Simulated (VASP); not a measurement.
Level of theory: PBE GGA, VASP's PBE PAW potentials (set 64) (plane waves; VASP).

VASP input:

### INCAR
```
ALGO  =  Normal
EDIFF  =  1E-6
ENCUT  =  400
GGA  =  PE
ISIF  =  2
ISMEAR  =  1
LASPH  =  .TRUE.
LCHARG  =  .FALSE.
LMAXMIX  =  4
LREAL  =  Auto
LWAVE  =  .FALSE.
NELM  =  100
PREC  =  Accurate
SIGMA  =  0.1
SYSTEM  =  V
```

### KPOINTS
```
Automatic mesh
0
Gamma
15 15 15
0 0 0
```

File POSCAR:
```
V
1
   -1.5150000000     1.5150000000     1.5150000000
    1.5150000000    -1.5150000000     1.5150000000
    1.5150000000     1.5150000000    -1.5150000000
V
1
Direct
  0.0000000000   0.0000000000   0.0000000000
```

POTCAR, in this order: V_sv (PBE.64 set). Program: vasp_std.

The run wrote:

OUTCAR:
```
 ion  position               nearest neighbor table
   1  0.000  0.000  0.000-
  LATTYP: Found a body centered cubic cell.
 ALAT       =     3.0300000000
 Subroutine PRICEL returns:
 Original cell was already a primitive cell.
 Subroutine GETGRP returns: Found 48 space group operations
The static configuration has the point symmetry O_h .
The dynamic configuration has the point symmetry O_h .
 Subroutine INISYM returns: Found 48 space group operations
 Subroutine IBZKPT returns following result:
 Found    120 irreducible k-points:

 Following reciprocal coordinates:
            Coordinates               Weight
  0.000000  0.000000  0.000000      1.000000
  0.066667  0.000000  0.000000     12.000000
  0.133333  0.000000  0.000000     12.000000
  0.200000  0.000000  0.000000     12.000000
  0.266667  0.000000  0.000000     12.000000
  0.333333  0.000000  0.000000     12.000000
  0.400000  0.000000  0.000000     12.000000
  0.466667  0.000000  0.000000     12.000000
  0.066667  0.066667  0.000000     24.000000
  0.133333  0.066667  0.000000     48.000000
  0.200000  0.066667 -0.000000     48.000000
  0.266667  0.066667  0.000000     48.000000
  0.333333  0.066667  0.000000     48.000000
  0.400000  0.066667  0.000000     48.000000
  0.466667  0.066667  0.000000     24.000000
  0.133333  0.133333  0.000000     24.000000
  0.200000  0.133333  0.000000     48.000000
  0.266667  0.133333 -0.000000     48.000000
  0.333333  0.133333  0.000000     48.000000
  0.400000  0.133333  0.000000     48.000000
  0.200000  0.200000  0.000000     24.000000
  0.266667  0.200000 -0.000000     48.000000
  0.333333  0.200000  0.000000     48.000000
  0.400000  0.200000 -0.000000     24.000000
  0.266667  0.266667  0.000000     24.000000
...
```

**OSZICAR**
```
       N       E                     dE             d eps       ncg     rms          rms(c)
DAV:   1     0.719595169981E+02    0.71960E+02   -0.64741E+03  2402   0.118E+03
DAV:   2    -0.921155087677E+01   -0.81171E+02   -0.79468E+02  2466   0.332E+02
DAV:   3    -0.104290893824E+02   -0.12175E+01   -0.11942E+01  2538   0.478E+01
DAV:   4    -0.104362407924E+02   -0.71514E-02   -0.71488E-02  2430   0.385E+00
DAV:   5    -0.104363107048E+02   -0.69912E-04   -0.69911E-04  2500   0.382E-01    0.175E+01
DAV:   6    -0.901186674416E+01    0.14244E+01   -0.60425E+00  2410   0.362E+01    0.143E+00
DAV:   7    -0.899411717296E+01    0.17750E-01   -0.20528E-02  2414   0.231E+00    0.913E-01
DAV:   8    -0.898534790877E+01    0.87693E-02   -0.65563E-03  2420   0.132E+00    0.504E-02
DAV:   9    -0.898538681000E+01   -0.38901E-04   -0.66505E-05  2414   0.129E-01    0.270E-02
DAV:  10    -0.898538857788E+01   -0.17679E-05   -0.56003E-06  2436   0.291E-02    0.127E-03
DAV:  11    -0.898538932634E+01   -0.74846E-06   -0.11300E-07  1200   0.526E-03
   1 F= -.89853893E+01 E0= -.89856455E+01  d E =0.768634E-03
```

**OUTCAR**
```
------------------------ aborting loop because EDIFF is reached ----------------------------------------
  FORCE on cell =-STRESS in cart. coord.  units (eV):
  Direction    XX          YY          ZZ          XY          YZ          ZX
  --------------------------------------------------------------------------------------
  Total       -0.6354695     -0.6354695     -0.6354695      0.0000000      0.0000000      0.0000000
  in kB      -73.1993752    -73.1993752    -73.1993752      0.0000000      0.0000000      0.0000000
  external PRESSURE =     -73.1993752 kB  Pullay stress =       0.0000000 kB
  volume of cell :       13.91
      direct lattice vectors                 reciprocal lattice vectors
    -1.515000000  1.515000000  1.515000000     0.000000000  0.330033003  0.330033003
     1.515000000 -1.515000000  1.515000000     0.330033003  0.000000000  0.330033003
     1.515000000  1.515000000 -1.515000000     0.330033003  0.330033003  0.000000000
 POSITION                                       TOTAL-FORCE (eV/Angst)
 -----------------------------------------------------------------------------------
      0.00000      0.00000      0.00000         0.000000     -0.000000      0.000000
 -----------------------------------------------------------------------------------
    total drift:                                0.000000      0.000000      0.000000
  FREE ENERGIE OF THE ION-ELECTRON SYSTEM (eV)
  ---------------------------------------------------
  free  energy   TOTEN  =        -8.9853893263 eV

  energy  without entropy=       -8.9861579608  energy(sigma->0) =       -8.98564554
```
(Selected blocks of OUTCAR.)

The compound is V in the bcc structure. The cell was not relaxed at this level. The run is one of a series of settings (LREAL = Auto against the base run), some of them coarse on purpose. The run is not spin-polarised, so no magnetic state was tried.
